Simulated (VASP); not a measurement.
# ZnO (zincite): what each functional gives, and what it costs

Aim: compute the gap of ZnO (zincite) from the cheapest level upwards and hold each value against experiment. The levels: LDA, PBE, r2SCAN, TB-mBJ, BLYP, SCAN, HSE06, r2SCAN-EpsX, r2SCANh, PBE-EpsX and B3LYP. The start is a cell from a database of measured crystal structures.

Program: VASP 6.6.1. Level of theory: LDA; plane waves and PAW (Zn, O), in the first sound run; inputs show where later runs differ. Results are calculated unless marked as measured.

**What experiment says.**

For ZnO, wurtzite (bulk crystal), “Effect of Strain and Surface Proximity on the Acceptor Grouping in ZnO” (2023, pmc:10652265) quotes earlier work: band gap (experimental band gap quoted from earlier work) about 3.38 eV [literature gap quoted in the computational methods as the target for the +U parameters …].

Most raw output is cut from this account.

## (1) The starting structure

It takes space group P6_3mc (No. 186, hexagonal). The conventional cell has a = 3.249 Å, b = 3.249 Å, c = 5.206 Å, α = 90.00°, β = 90.00°, γ = 120.00°. Nearest to Zn lie 4 O at 1.97 to 1.98 Å. Nearest to O lie 4 Zn at 1.97 to 1.98 Å. Farther neighbours and most contacts between anions are not listed.

Coordinates:

```cif
data_structure
_symmetry_space_group_name_H-M 'P 1'
_symmetry_Int_Tables_number 1
_cell_length_a 3.2493
_cell_length_b 3.2493
_cell_length_c 5.2057
_cell_angle_alpha 90.000
_cell_angle_beta 90.000
_cell_angle_gamma 120.000
_cell_volume 47.60
loop_
_atom_site_label
_atom_site_type_symbol
_atom_site_fract_x
_atom_site_fract_y
_atom_site_fract_z
_atom_site_occupancy
Zn1 Zn 0.33333 0.66667 0.50000 1
Zn2 Zn 0.66667 0.33333 0.00000 1
O3 O 0.66667 0.33333 0.37901 1
O4 O 0.33333 0.66667 0.87901 1
```

## (2) Bands with LDA

Levels along the symmetry lines show where the bands peak and cross; KPOINTS_OPT computes them in the converged potential. LDA, the lowest rung, knows the local density alone.

INCAR

```
SYSTEM = ZnO
PREC = Accurate
ENCUT = 520
EDIFF = 1E-06
NELM = 100
ISMEAR = 0
SIGMA = 0.02
LREAL = .FALSE.
ALGO = Normal
GGA = CA
NBANDS = 32
LORBIT = 11
LWAVE = .FALSE.
LCHARG = .FALSE.
KPAR = 8
```

POSCAR

```
ZnO
1.0
    3.2493080000      0.0000000000      0.0000000000
   -1.6246540000      2.8139832727      0.0000000000
    0.0000000000      0.0000000000      5.2057090000
Zn O
2 2
Direct
    0.3333333333      0.6666666667      0.5000000000
    0.6666666667      0.3333333333      0.0000000000
    0.6666666667      0.3333333333      0.3790100000
    0.3333333333      0.6666666667      0.8790100000
```

KPOINTS

```
Automatic mesh
0
Gamma
5 5 3
0 0 0
```

KPOINTS_OPT

```
Line mode
16
Line-mode
Reciprocal
  0.00000000   0.00000000   0.00000000 GAMMA
  0.50000000   0.00000000   0.00000000 M

  0.50000000   0.00000000   0.00000000 M
  0.33333333   0.33333333   0.00000000 K

  0.33333333   0.33333333   0.00000000 K
  0.00000000   0.00000000   0.00000000 GAMMA

  0.00000000   0.00000000   0.00000000 GAMMA
  0.00000000   0.00000000   0.50000000 A

  0.00000000   0.00000000   0.50000000 A
  0.50000000   0.00000000   0.50000000 L

  0.50000000   0.00000000   0.50000000 L
  0.33333333   0.33333333   0.50000000 H

  0.33333333   0.33333333   0.50000000 H
  0.00000000   0.00000000   0.50000000 A

  0.50000000   0.00000000   0.50000000 L
  0.50000000   0.00000000   0.00000000 M

  0.33333333   0.33333333   0.00000000 K
  0.33333333   0.33333333   0.50000000 H
```

Potentials, in the order of the species: Zn and O (PBE family, release 64).

Started as:

```
mpirun -np 8 vasp_std
```

The job ended after 11 s (8 MPI ranks of Intel Xeon Platinum 8488C (Sapphire Rapids), shared host; peak memory 1.3 GiB).

The PAW data sets were made with PBE, though LDA sets exist; this is a small mismatch. At this level the cell is under a tension of 6.0 GPa, so at these settings it is away from equilibrium.

This step gave:

```yaml
scf_cycles: 13
electrons: 36
bands: 32
irreducible_k_points: 10
symmetry_operations: 12
free_energy_toten: -21.18 eV
fermi_energy: 0.9862 eV
pressure: -5.974 GPa
metallic: no
least_gap_on_mesh_and_path: 0.7296 eV
least_direct_gap_on_mesh_and_path: 0.7296 eV
valence_top_at_k: 0, 0, 0
conduction_bottom_at_k: 0, 0, 0
least_direct_gap_at_k: 0, 0, 0
```

Electronic bands along the path, in eV, zero at the valence-band top; v1 is the highest filled band, c1 the lowest empty one:

| point | v4 | v3 | v2 | v1 | c1 | c2 | c3 |
| --- | --- | --- | --- | --- | --- | --- | --- |
| Γ | -0.82 | -0.07 | 0.00 | 0.00 | 0.73 | 5.07 | 8.11 |
| 0.47 of the way | -1.61 | -1.46 | -0.45 | -0.35 | 2.99 | 6.74 | 8.03 |
| M | -2.87 | -2.31 | -1.31 | -0.84 | 5.66 | 6.69 | 7.45 |
| 0.53 of the way | -3.28 | -2.41 | -1.59 | -1.25 | 6.42 | 7.35 | 7.48 |
| K | -3.55 | -1.95 | -1.95 | -1.74 | 7.49 | 7.56 | 7.56 |
| 0.53 of the way | -2.18 | -1.60 | -0.58 | -0.56 | 3.50 | 7.13 | 8.11 |
| Γ | -0.82 | -0.07 | 0.00 | 0.00 | 0.73 | 5.07 | 8.11 |
| 0.47 of the way | -0.71 | -0.71 | -0.10 | -0.10 | 1.78 | 4.65 | 8.50 |
| A | -0.41 | -0.41 | -0.41 | -0.41 | 3.38 | 3.38 | 9.92 |
| 0.47 of the way | -1.29 | -1.29 | -0.89 | -0.89 | 4.57 | 4.57 | 9.37 |
| L | -1.53 | -1.53 | -1.37 | -1.37 | 5.57 | 5.57 | 8.28 |
| 0.47 of the way | -2.10 | -2.10 | -1.28 | -1.28 | 6.25 | 6.25 | 8.32 |
| H | -2.73 | -2.73 | -1.24 | -1.24 | 7.83 | 7.83 | 7.87 |
| 0.47 of the way | -1.50 | -1.50 | -1.27 | -1.27 | 5.23 | 5.23 | 9.06 |
| A | -0.41 | -0.41 | -0.41 | -0.41 | 3.38 | 3.38 | 9.92 |
| jump to L | -1.53 | -1.53 | -1.37 | -1.37 | 5.57 | 5.57 | 8.28 |
| 0.53 of the way | -2.33 | -2.09 | -1.15 | -1.01 | 5.38 | 6.39 | 7.81 |
| M | -2.87 | -2.31 | -1.31 | -0.84 | 5.66 | 6.69 | 7.45 |
| jump to K | -3.55 | -1.95 | -1.95 | -1.74 | 7.49 | 7.56 | 7.56 |
| 0.47 of the way | -3.50 | -2.00 | -1.62 | -1.62 | 7.61 | 7.64 | 7.64 |
| H | -2.73 | -2.73 | -1.24 | -1.24 | 7.83 | 7.83 | 7.87 |

The largest weight of each band there:

| point | v4 | v3 | v2 | v1 | c1 | c2 | c3 |
| --- | --- | --- | --- | --- | --- | --- | --- |
| Γ | O 0.62 | O 0.66 | O 0.64 | O 0.64 | Zn 0.58 | Zn 0.79 | O 0.74 |
| M | Zn 0.58 | O 0.58 | O 0.53 | O 0.63 | Zn 0.60 | Zn 0.56 | Zn 0.68 |
| K | Zn 0.78 | Zn 0.51 | Zn 0.51 | O 0.53 | Zn 0.90 | Zn 0.51 | Zn 0.51 |
| Γ | O 0.62 | O 0.66 | O 0.64 | O 0.64 | Zn 0.58 | Zn 0.79 | O 0.74 |
| A | O 0.63 | O 0.63 | O 0.63 | O 0.63 | O 0.57 | O 0.57 | Zn 0.76 |
| L | O 0.59 | O 0.59 | O 0.59 | O 0.59 | Zn 0.77 | Zn 0.77 | O 0.59 |

Force by atom:

| atom | x (eV/Å) | y (eV/Å) | z (eV/Å) | size |
| --- | --- | --- | --- | --- |
| Zn1 | 0.0000 | 0.0000 | -0.0560 | 0.0560 |
| Zn2 | 0.0000 | 0.0000 | -0.0560 | 0.0560 |
| O3 | 0.0000 | 0.0000 | 0.0560 | 0.0560 |
| O4 | 0.0000 | 0.0000 | 0.0560 | 0.0560 |

The gap is 0.73 eV, direct at Γ. The gap lies -2.65 eV from the measured 3.38 eV.

## (3) Bands with PBE

This step: PBE; plane waves and PAW (Zn, O) (VASP 6.6.1).

PBE, the usual starting point, adds the gradient of the density.

INCAR, as its differences from that of step 2:

```diff
@@ -9,3 +9,3 @@
 ALGO = Normal
-GGA = CA
+GGA = PE
 NBANDS = 32
```

POSCAR is that of step 2.

KPOINTS is that of step 2.

KPOINTS_OPT is that of step 2.

Started as:

```
mpirun -np 8 vasp_std
```

Wall time 14 s (8 MPI ranks); peak memory 1.4 GiB; 1.8 min of CPU time.

At this level the cell is under a pressure of 6.0 GPa, so at these settings it is away from equilibrium.

This step gave:

```yaml
scf_cycles: 15
free_energy_toten: -17.81 eV
fermi_energy: 1.344 eV
pressure: 6.016 GPa
least_gap_on_mesh_and_path: 0.7851 eV
least_direct_gap_on_mesh_and_path: 0.7851 eV
```

Electronic bands along the path, in eV, zero at the valence-band top; v1 is the highest filled band, c1 the lowest empty one:

| point | v4 | v3 | v2 | v1 | c1 | c2 | c3 |
| --- | --- | --- | --- | --- | --- | --- | --- |
| Γ | -0.81 | -0.07 | 0.00 | 0.00 | 0.79 | 5.20 | 8.26 |
| 0.47 of the way | -1.59 | -1.44 | -0.44 | -0.35 | 3.06 | 6.87 | 8.19 |
| M | -2.83 | -2.28 | -1.28 | -0.83 | 5.77 | 6.86 | 7.62 |
| 0.53 of the way | -3.23 | -2.37 | -1.56 | -1.23 | 6.53 | 7.50 | 7.66 |
| K | -3.51 | -1.91 | -1.91 | -1.71 | 7.68 | 7.68 | 7.68 |
| 0.53 of the way | -2.15 | -1.58 | -0.57 | -0.55 | 3.57 | 7.26 | 8.28 |
| Γ | -0.81 | -0.07 | 0.00 | 0.00 | 0.79 | 5.20 | 8.26 |
| 0.47 of the way | -0.71 | -0.71 | -0.10 | -0.10 | 1.83 | 4.76 | 8.66 |
| A | -0.40 | -0.40 | -0.40 | -0.40 | 3.46 | 3.46 | 10.11 |
| 0.47 of the way | -1.26 | -1.26 | -0.88 | -0.88 | 4.66 | 4.66 | 9.56 |
| L | -1.51 | -1.51 | -1.35 | -1.35 | 5.71 | 5.71 | 8.42 |
| 0.47 of the way | -2.06 | -2.06 | -1.26 | -1.26 | 6.39 | 6.39 | 8.46 |
| H | -2.68 | -2.68 | -1.23 | -1.23 | 8.00 | 8.00 | 8.01 |
| 0.47 of the way | -1.47 | -1.47 | -1.24 | -1.24 | 5.33 | 5.33 | 9.23 |
| A | -0.40 | -0.40 | -0.40 | -0.40 | 3.46 | 3.46 | 10.11 |
| jump to L | -1.51 | -1.51 | -1.35 | -1.35 | 5.71 | 5.71 | 8.42 |
| 0.53 of the way | -2.30 | -2.07 | -1.13 | -1.00 | 5.50 | 6.54 | 7.96 |
| M | -2.83 | -2.28 | -1.28 | -0.83 | 5.77 | 6.86 | 7.62 |
| jump to K | -3.51 | -1.91 | -1.91 | -1.71 | 7.68 | 7.68 | 7.68 |
| 0.47 of the way | -3.44 | -1.96 | -1.60 | -1.60 | 7.76 | 7.76 | 7.79 |
| H | -2.68 | -2.68 | -1.23 | -1.23 | 8.00 | 8.00 | 8.01 |

The largest weight of each band there:

| point | v4 | v3 | v2 | v1 | c1 | c2 | c3 |
| --- | --- | --- | --- | --- | --- | --- | --- |
| Γ | O 0.62 | O 0.66 | O 0.64 | O 0.64 | Zn 0.60 | Zn 0.79 | O 0.74 |
| M | Zn 0.58 | O 0.58 | O 0.53 | O 0.63 | Zn 0.60 | Zn 0.56 | Zn 0.69 |
| K | Zn 0.78 | Zn 0.51 | Zn 0.51 | O 0.53 | Zn 0.52 | Zn 0.52 | Zn 0.90 |
| Γ | O 0.62 | O 0.66 | O 0.64 | O 0.64 | Zn 0.60 | Zn 0.79 | O 0.74 |
| A | O 0.63 | O 0.63 | O 0.63 | O 0.63 | O 0.56 | O 0.56 | Zn 0.76 |
| L | O 0.59 | O 0.59 | O 0.59 | O 0.59 | Zn 0.78 | Zn 0.78 | O 0.58 |

Force by atom:

| atom | x (eV/Å) | y (eV/Å) | z (eV/Å) | size |
| --- | --- | --- | --- | --- |
| Zn1 | 0.0000 | 0.0000 | -0.0749 | 0.0749 |
| Zn2 | 0.0000 | 0.0000 | -0.0749 | 0.0749 |
| O3 | 0.0000 | 0.0000 | 0.0749 | 0.0749 |
| O4 | 0.0000 | 0.0000 | 0.0749 | 0.0749 |

The gap is 0.79 eV, direct at Γ. Against LDA that is +0.06 eV; this run took 1.3 times the core time. The gap lies -2.59 eV from the measured 3.38 eV.

## (4) Bands with r2SCAN

This step: r2SCAN; plane waves and PAW (Zn, O) (VASP 6.6.1).

r2SCAN adds the kinetic-energy density, costs more than a GGA and is run with LASPH.

INCAR, as its differences from that of step 3:

```diff
@@ -9,3 +9,4 @@
 ALGO = Normal
-GGA = PE
+METAGGA = R2SCAN
+LASPH = .TRUE.
 NBANDS = 32
```

POSCAR is that of step 3.

KPOINTS is that of step 3.

KPOINTS_OPT is that of step 3.

Started as:

```
mpirun -np 8 vasp_std
```

The job ended after 38 s (8 MPI ranks; peak memory 1.4 GiB).

The PAW data sets were made with PBE, which is usual practice but a small mismatch for other functionals.

Electronic bands along the path, in eV, zero at the valence-band top; v1 is the highest filled band, c1 the lowest empty one:

| point | v4 | v3 | v2 | v1 | c1 | c2 | c3 |
| --- | --- | --- | --- | --- | --- | --- | --- |
| Γ | -0.83 | -0.07 | 0.00 | 0.00 | 1.23 | 5.83 | 8.86 |
| 0.47 of the way | -1.57 | -1.47 | -0.45 | -0.35 | 3.50 | 7.54 | 8.75 |
| M | -2.85 | -2.33 | -1.29 | -0.84 | 6.39 | 7.34 | 8.11 |
| 0.53 of the way | -3.27 | -2.40 | -1.57 | -1.25 | 7.19 | 8.01 | 8.13 |
| K | -3.54 | -1.94 | -1.94 | -1.72 | 8.12 | 8.40 | 8.40 |
| 0.53 of the way | -2.16 | -1.58 | -0.58 | -0.56 | 4.04 | 7.94 | 8.84 |
| Γ | -0.83 | -0.07 | 0.00 | 0.00 | 1.23 | 5.83 | 8.86 |
| 0.47 of the way | -0.72 | -0.72 | -0.10 | -0.10 | 2.22 | 5.34 | 9.31 |
| A | -0.41 | -0.41 | -0.41 | -0.41 | 3.93 | 3.93 | 10.85 |
| 0.47 of the way | -1.28 | -1.28 | -0.89 | -0.89 | 5.17 | 5.17 | 10.26 |
| L | -1.54 | -1.54 | -1.38 | -1.38 | 6.25 | 6.25 | 9.13 |
| 0.47 of the way | -2.09 | -2.09 | -1.29 | -1.29 | 6.94 | 6.94 | 9.16 |
| H | -2.71 | -2.71 | -1.26 | -1.26 | 8.49 | 8.49 | 8.71 |
| 0.47 of the way | -1.50 | -1.50 | -1.26 | -1.26 | 5.86 | 5.86 | 9.93 |
| A | -0.41 | -0.41 | -0.41 | -0.41 | 3.93 | 3.93 | 10.85 |
| jump to L | -1.54 | -1.54 | -1.38 | -1.38 | 6.25 | 6.25 | 9.13 |
| 0.53 of the way | -2.32 | -2.11 | -1.15 | -1.02 | 6.08 | 7.04 | 8.55 |
| M | -2.85 | -2.33 | -1.29 | -0.84 | 6.39 | 7.34 | 8.11 |
| jump to K | -3.54 | -1.94 | -1.94 | -1.72 | 8.12 | 8.40 | 8.40 |
| 0.47 of the way | -3.47 | -1.98 | -1.63 | -1.63 | 8.25 | 8.48 | 8.48 |
| H | -2.71 | -2.71 | -1.26 | -1.26 | 8.49 | 8.49 | 8.71 |

The largest weight of each band there:

| point | v4 | v3 | v2 | v1 | c1 | c2 | c3 |
| --- | --- | --- | --- | --- | --- | --- | --- |
| Γ | O 0.61 | O 0.65 | O 0.63 | O 0.63 | Zn 0.61 | Zn 0.80 | O 0.73 |
| M | Zn 0.58 | O 0.57 | O 0.53 | O 0.62 | Zn 0.62 | Zn 0.56 | Zn 0.70 |
| K | Zn 0.76 | Zn 0.51 | Zn 0.51 | O 0.52 | Zn 0.92 | Zn 0.53 | Zn 0.53 |
| Γ | O 0.61 | O 0.65 | O 0.63 | O 0.63 | Zn 0.61 | Zn 0.80 | O 0.73 |
| A | O 0.62 | O 0.62 | O 0.62 | O 0.62 | O 0.55 | O 0.55 | Zn 0.77 |
| L | O 0.58 | O 0.58 | O 0.58 | O 0.58 | Zn 0.78 | Zn 0.78 | O 0.57 |

The gap is 1.23 eV, direct at Γ. Against LDA that is +0.50 eV; this run took 3.5 times the core time. The gap lies -2.15 eV from the measured 3.38 eV.

## (5) Bands with TB-mBJ

This step: TB-mBJ; plane waves and PAW (Zn, O) (VASP 6.6.1).

TB-mBJ is a local potential fitted to gaps: it costs far less than a hybrid but gives no energy.

INCAR, as its differences from that of step 4:

```diff
@@ -4,3 +4,3 @@
 EDIFF = 1E-06
-NELM = 100
+NELM = 150
 ISMEAR = 0
@@ -9,3 +9,3 @@
 ALGO = Normal
-METAGGA = R2SCAN
+METAGGA = MBJ
 LASPH = .TRUE.
```

POSCAR is that of step 4.

KPOINTS is that of step 4.

KPOINTS_OPT is that of step 4.

Started as:

```
mpirun -np 8 vasp_std
```

Run time: 33 s. Hardware: 8 MPI ranks; peak memory 1.6 GiB; 4.3 min of CPU time.

This functional is a potential without an energy, so its energies, forces and stress mean nothing and are not read.

The electronic bands at the labelled points (eV, zero at the valence-band top; v1 is the highest filled band, c1 the lowest empty one):

| point | v4 | v3 | v2 | v1 | c1 | c2 | c3 |
| --- | --- | --- | --- | --- | --- | --- | --- |
| Γ | -0.73 | -0.08 | 0.00 | 0.00 | 2.58 | 7.23 | 9.97 |
| 0.47 of the way | -1.28 | -1.22 | -0.39 | -0.31 | 4.57 | 8.87 | 9.88 |
| M | -2.40 | -2.05 | -1.05 | -0.75 | 7.59 | 8.54 | 9.39 |
| 0.53 of the way | -2.79 | -2.01 | -1.31 | -1.05 | 8.35 | 9.12 | 9.44 |
| K | -2.99 | -1.62 | -1.62 | -1.44 | 9.48 | 9.57 | 9.57 |
| 0.53 of the way | -1.77 | -1.32 | -0.49 | -0.48 | 5.09 | 9.26 | 9.96 |
| Γ | -0.73 | -0.08 | 0.00 | 0.00 | 2.58 | 7.23 | 9.97 |
| 0.47 of the way | -0.63 | -0.63 | -0.09 | -0.09 | 3.35 | 6.62 | 10.51 |
| A | -0.36 | -0.36 | -0.36 | -0.36 | 5.04 | 5.04 | 12.13 |
| 0.47 of the way | -1.09 | -1.09 | -0.78 | -0.78 | 6.26 | 6.26 | 11.58 |
| L | -1.35 | -1.35 | -1.21 | -1.21 | 7.55 | 7.55 | 10.33 |
| 0.47 of the way | -1.77 | -1.77 | -1.15 | -1.15 | 8.19 | 8.19 | 10.36 |
| H | -2.23 | -2.23 | -1.13 | -1.13 | 9.67 | 9.67 | 9.91 |
| 0.47 of the way | -1.30 | -1.30 | -1.07 | -1.07 | 6.97 | 6.97 | 11.24 |
| A | -0.36 | -0.36 | -0.36 | -0.36 | 5.04 | 5.04 | 12.13 |
| jump to L | -1.35 | -1.35 | -1.21 | -1.21 | 7.55 | 7.55 | 10.33 |
| 0.53 of the way | -1.99 | -1.85 | -0.97 | -0.90 | 7.37 | 8.27 | 9.76 |
| M | -2.40 | -2.05 | -1.05 | -0.75 | 7.59 | 8.54 | 9.39 |
| jump to K | -2.99 | -1.62 | -1.62 | -1.44 | 9.48 | 9.57 | 9.57 |
| 0.47 of the way | -2.86 | -1.64 | -1.40 | -1.40 | 9.55 | 9.67 | 9.67 |
| H | -2.23 | -2.23 | -1.13 | -1.13 | 9.67 | 9.67 | 9.91 |

The largest weight of each band there:

| point | v4 | v3 | v2 | v1 | c1 | c2 | c3 |
| --- | --- | --- | --- | --- | --- | --- | --- |
| Γ | O 0.55 | O 0.59 | O 0.57 | O 0.57 | Zn 0.63 | Zn 0.81 | O 0.69 |
| M | Zn 0.67 | Zn 0.52 | Zn 0.54 | O 0.56 | Zn 0.66 | Zn 0.52 | Zn 0.74 |
| K | Zn 0.84 | Zn 0.58 | Zn 0.58 | Zn 0.54 | Zn 0.94 | Zn 0.57 | Zn 0.57 |
| Γ | O 0.55 | O 0.59 | O 0.57 | O 0.57 | Zn 0.63 | Zn 0.81 | O 0.69 |
| A | O 0.56 | O 0.56 | O 0.56 | O 0.56 | O 0.51 | O 0.51 | Zn 0.79 |
| L | O 0.51 | O 0.51 | O 0.51 | O 0.51 | Zn 0.79 | Zn 0.79 | O 0.53 |

The gap is 2.58 eV, direct at Γ. Against LDA that is +1.85 eV; this run took 3.0 times the core time. The gap lies -0.80 eV from the measured 3.38 eV.

## (6) Bands with BLYP

This step: BLYP; plane waves and PAW (Zn, O) (VASP 6.6.1).

BLYP comes from molecular chemistry and underbinds dense solids.

INCAR

```
SYSTEM = ZnO
PREC = Accurate
ENCUT = 520
EDIFF = 1E-06
NELM = 100
ISMEAR = 0
SIGMA = 0.02
LREAL = .FALSE.
ALGO = Normal
GGA = B5
ALDAX = 1
AGGAX = 1
AGGAC = 1
ALDAC = 0
NBANDS = 32
LORBIT = 11
LWAVE = .FALSE.
LCHARG = .FALSE.
KPAR = 8
```

POSCAR is that of step 5.

KPOINTS is that of step 5.

KPOINTS_OPT is that of step 5.

Started as:

```
mpirun -np 8 vasp_std
```

It took 18 s on 8 MPI ranks; peak memory 1.4 GiB.

At this level the cell is under a pressure of 10.4 GPa, so at these settings it is away from equilibrium.

The electronic bands at the labelled points (eV, zero at the valence-band top; v1 is the highest filled band, c1 the lowest empty one):

| point | v4 | v3 | v2 | v1 | c1 | c2 | c3 |
| --- | --- | --- | --- | --- | --- | --- | --- |
| Γ | -0.81 | -0.07 | 0.00 | 0.00 | 0.96 | 5.28 | 8.43 |
| 0.47 of the way | -1.58 | -1.43 | -0.44 | -0.34 | 3.18 | 6.90 | 8.40 |
| M | -2.81 | -2.26 | -1.26 | -0.82 | 5.85 | 7.08 | 7.81 |
| 0.53 of the way | -3.20 | -2.35 | -1.53 | -1.22 | 6.59 | 7.70 | 7.88 |
| K | -3.54 | -1.90 | -1.90 | -1.69 | 7.70 | 7.70 | 7.93 |
| 0.53 of the way | -2.14 | -1.57 | -0.56 | -0.54 | 3.70 | 7.28 | 8.49 |
| Γ | -0.81 | -0.07 | 0.00 | 0.00 | 0.96 | 5.28 | 8.43 |
| 0.47 of the way | -0.70 | -0.70 | -0.10 | -0.10 | 1.96 | 4.86 | 8.82 |
| A | -0.40 | -0.40 | -0.40 | -0.40 | 3.58 | 3.58 | 10.24 |
| 0.47 of the way | -1.25 | -1.25 | -0.87 | -0.87 | 4.79 | 4.79 | 9.65 |
| L | -1.50 | -1.50 | -1.35 | -1.35 | 5.89 | 5.89 | 8.47 |
| 0.47 of the way | -2.05 | -2.05 | -1.26 | -1.26 | 6.56 | 6.56 | 8.51 |
| H | -2.66 | -2.66 | -1.22 | -1.22 | 8.07 | 8.07 | 8.23 |
| 0.47 of the way | -1.46 | -1.46 | -1.23 | -1.23 | 5.47 | 5.47 | 9.33 |
| A | -0.40 | -0.40 | -0.40 | -0.40 | 3.58 | 3.58 | 10.24 |
| jump to L | -1.50 | -1.50 | -1.35 | -1.35 | 5.89 | 5.89 | 8.47 |
| 0.53 of the way | -2.28 | -2.05 | -1.12 | -0.99 | 5.64 | 6.75 | 8.09 |
| M | -2.81 | -2.26 | -1.26 | -0.82 | 5.85 | 7.08 | 7.81 |
| jump to K | -3.54 | -1.90 | -1.90 | -1.69 | 7.70 | 7.70 | 7.93 |
| 0.47 of the way | -3.42 | -1.94 | -1.59 | -1.59 | 7.80 | 7.80 | 8.03 |
| H | -2.66 | -2.66 | -1.22 | -1.22 | 8.07 | 8.07 | 8.23 |

The largest weight of each band there:

| point | v4 | v3 | v2 | v1 | c1 | c2 | c3 |
| --- | --- | --- | --- | --- | --- | --- | --- |
| Γ | O 0.63 | O 0.67 | O 0.65 | O 0.65 | Zn 0.60 | Zn 0.79 | O 0.73 |
| M | Zn 0.56 | O 0.60 | O 0.55 | O 0.64 | Zn 0.61 | Zn 0.57 | Zn 0.69 |
| K | Zn 0.75 | O 0.51 | O 0.51 | O 0.55 | Zn 0.52 | Zn 0.52 | Zn 0.90 |
| Γ | O 0.63 | O 0.67 | O 0.65 | O 0.65 | Zn 0.60 | Zn 0.79 | O 0.73 |
| A | O 0.64 | O 0.64 | O 0.64 | O 0.64 | O 0.55 | O 0.55 | Zn 0.77 |
| L | O 0.60 | O 0.60 | O 0.60 | O 0.60 | Zn 0.78 | Zn 0.78 | O 0.57 |

The gap is 0.96 eV, direct at Γ. Against LDA that is +0.23 eV; this run took 1.6 times the core time. The gap lies -2.42 eV from the measured 3.38 eV.

[end of part 1 of 3]

[Lines on the potential files, build, host, timing and source positions are cut from VASP's logs without a mark.]

[Logs are printed without paths, hosts, clocks, repeated set-up lines and the standing remarks that a program may print on its own settings, such as how far it seeks lower states.]

[Hosts, paths, dates, database ids (printed as entryN), source tags and the programs' standing remarks are cut or masked in the printed files.]

[Measured values are set beside computed ones only where the two were judged alike; some that the calculation misses by far are left out.]
